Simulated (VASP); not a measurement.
All values below come from LDA (Ceperley-Alder, Perdew-Zunger), VASP's LDA PAW potentials (set 64) (plane waves; VASP 6.6.1).

VASP ran on this input.

**INCAR**
```
! general
SYSTEM  = Li3LaBi2
PREC    = Accurate
ENCUT   = 400   ! plane-wave cut-off (eV)
LREAL   = .FALSE.   ! projection in real space or not
LASPH   = .TRUE.

! electronic loop
EDIFF   = 1E-6   ! SCF stop (eV)
NELM    = 100
ALGO    = Normal   ! blocked Davidson
LMAXMIX = 6   ! l cut-off of mixed one-centre charges

! smearing
ISMEAR  = 0
SIGMA   = 0.2

! ions
ISIF    = 2   ! forces and stress, cell fixed

! output
LWAVE   = .FALSE.
LCHARG  = .FALSE.
```

POSCAR:
```
Li3LaBi2
1
    4.7010000000     0.0000000000     0.0000000000
   -2.3505000000     4.0711850000     0.0000000000
    0.0000000000     0.0000000000     7.5431000000
Li La Bi
3 1 2
Direct
  0.3333330000   0.6666670000   0.6460000000
  0.6666670000   0.3333330000   0.3540000000
  0.0000000000   0.0000000000   0.5000000000
  0.0000000000   0.0000000000   0.0000000000
  0.3333330000   0.6666670000   0.2557500000
  0.6666670000   0.3333330000   0.7442500000
```

KPOINTS:
```
Automatic
0
G
  8 8 4
0 0 0
```

POTCAR, in this order: Li_sv La Bi_d (LDA.64 set). Program: vasp_std.

What VASP printed:

OSZICAR:
```
       N       E                     dE             d eps       ncg     rms          rms(c)
DAV:   1     0.524396535772E+03    0.52440E+03   -0.19544E+04  2108   0.179E+03
DAV:   2     0.587946220635E+02   -0.46560E+03   -0.45388E+03  2420   0.500E+02
DAV:   3    -0.152173342338E+02   -0.74012E+02   -0.72827E+02  3076   0.215E+02
DAV:   4    -0.239670237993E+02   -0.87497E+01   -0.85668E+01  3644   0.610E+01
DAV:   5    -0.257336969077E+02   -0.17667E+01   -0.17656E+01  3916   0.208E+01    0.423E+00
DAV:   6    -0.257263933307E+02    0.73036E-02   -0.36708E+00  3662   0.101E+01    0.200E+00
DAV:   7    -0.257256236467E+02    0.76968E-03   -0.67473E-01  3752   0.522E+00    0.747E-01
DAV:   8    -0.257247353357E+02    0.88831E-03   -0.62122E-02  3566   0.163E+00    0.310E-01
DAV:   9    -0.257243726922E+02    0.36264E-03   -0.65067E-03  3576   0.548E-01    0.667E-02
DAV:  10    -0.257243943761E+02   -0.21684E-04   -0.62659E-04  3510   0.163E-01    0.332E-02
DAV:  11    -0.257243973309E+02   -0.29548E-05   -0.13985E-04  3608   0.730E-02    0.708E-03
DAV:  12    -0.257243984221E+02   -0.10912E-05   -0.37578E-05  3290   0.334E-02    0.305E-03
DAV:  13    -0.257243985445E+02   -0.12238E-06   -0.27177E-06  2280   0.129E-02
   1 F= -.25724399E+02 E0= -.25722062E+02  d E =-.467279E-02
```

### OUTCAR
```
------------------------ aborting loop because EDIFF is reached ----------------------------------------
  FORCE on cell =-STRESS in cart. coord.  units (eV):
  Direction    XX          YY          ZZ          XY          YZ          ZX
  --------------------------------------------------------------------------------------
  Total       -2.8153703     -2.8153697     -3.0906626      0.0000000      0.0000000      0.0000000
  in kB      -31.2453326    -31.2453261    -34.3005613      0.0000000      0.0000000      0.0000000
  external PRESSURE =     -32.2637400 kB  Pullay stress =       0.0000000 kB
  volume of cell :      144.36
      direct lattice vectors                 reciprocal lattice vectors
     4.701000000  0.000000000  0.000000000     0.212720698  0.122814365  0.000000000
    -2.350500000  4.071185000  0.000000000     0.000000000  0.245628730  0.000000000
     0.000000000  0.000000000  7.543100000     0.000000000  0.000000000  0.132571489
 POSITION                                       TOTAL-FORCE (eV/Angst)
 -----------------------------------------------------------------------------------
     -0.00000      2.71412      4.87284        -0.000000     -0.000000     -0.024133
      2.35050      1.35706      2.67026        -0.000000      0.000000      0.024133
      0.00000      0.00000      3.77155         0.000000      0.000000      0.000000
      0.00000      0.00000      0.00000         0.000000      0.000000      0.000000
     -0.00000      2.71412      1.92915        -0.000000      0.000000     -0.068733
      2.35050      1.35706      5.61395         0.000000     -0.000000      0.068733
 -----------------------------------------------------------------------------------
    total drift:                                0.000000     -0.000000      0.000000
  FREE ENERGIE OF THE ION-ELECTRON SYSTEM (eV)
  ---------------------------------------------------
  free  energy   TOTEN  =       -25.7243985445 eV

  energy  without entropy=      -25.7197257572  energy(sigma->0) =      -25.72206215
```
(Selected blocks of OUTCAR.)

### OUTCAR
```
 val. band max:        5.5859029840   @ k =   0.0000   0.0000   0.0000

 cond. band min:       5.7231913173   @ k =   0.5000   0.0000   0.5000


 Fermi energy:         5.6620192848

 k-point     1 :       0.0000    0.0000    0.0000
  band No.  band energies     occupation
      1     -40.4412      2.00000
      2     -39.7961      2.00000
      3     -39.7937      2.00000
      4     -27.3125      2.00000
      5     -16.3116      2.00000
      6     -16.3116      2.00000
      7     -16.3079      2.00000
      8     -16.3079      2.00000
      9     -16.2854      2.00000
     10     -16.2828      2.00000
     11     -16.2737      2.00000
     12     -16.2737      2.00000
     13     -16.2714      2.00000
     14     -16.2714      2.00000
     15     -11.1777      2.00000
     16     -10.9817      2.00000
     17     -10.9817      2.00000
     18      -5.2046      2.00000
     19      -4.4152      2.00000
     20       1.8904      2.00000
     21       4.0942      2.00000
     22       4.0942      2.00000
     23       5.4805      1.80066
     24       5.4805      1.80065
     25       5.5859      1.40958
     26       6.7994      0.00000
     27       6.9636      0.00000
     28       7.0244      0.00000
     29       7.0923      0.00000
     30       7.0956      0.00000

 k-point     2 :       0.1250    0.0000    0.0000
  band No.  band energies     occupation
      1     -40.4413      2.00000
      2     -39.7961      2.00000
      3     -39.7938      2.00000
      4     -27.3113      2.00000
      5     -16.3122      2.00000
      6     -16.3115      2.00000
      7     -16.3072      2.00000
      8     -16.3062      2.00000
      9     -16.2847      2.00000
     10     -16.2823      2.00000
     11     -16.2740      2.00000
     12     -16.2734      2.00000
     13     -16.2715      2.00000
     14     -16.2707      2.00000
     15     -11.1643      2.00000
     16     -11.0166      2.00000
     17     -10.9876      2.00000
     18      -5.1221      2.00000
...
```

At this cut-off the stress carries a Pulay error, which pulls relaxed volumes low. Unless said otherwise, spin-orbit coupling is left out, though it shifts the bands of the heavy elements here.

The structure comes from a measured Li3LaBi2 entry of the Crystallography Open Database, whose conditions weren't checked. The cell was not relaxed at this level.
